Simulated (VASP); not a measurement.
Here is the system:

```yaml
crystal:
  lattice:
    - [0.00000, 2.35693, 2.35693]
    - [2.35693, 0.00000, 2.35693]
    - [2.35693, 2.35693, 0.00000]
  atoms:
    - { symbol: Cd, position: [0.00000, 0.00000, 0.00000] }
    - { symbol: O, position: [0.50000, 0.50000, 0.50000] }
```

Level of theory: AM05 GGA, VASP's PBE PAW potentials (set 64) (plane waves; VASP 6.6.1). Run with 520 eV cut-off, 15×15×15 Γ-centred mesh, tetrahedra with Blöchl corrections, potentials Cd O.

Problem. What does the run give for the energy per atom (σ→0), band gap (on the k-mesh) with the smallest direct gap where there is one?

Solution. 
The band gap (on the k-mesh) is none (metal, semimetal or under 0.01 eV) and the energy per atom (σ→0) is -386.7 kJ/mol of atoms.

Total energies compare only between runs with the same potentials, cut-off and functional.

The compound is CdO in the rock salt structure. It was relaxed first.
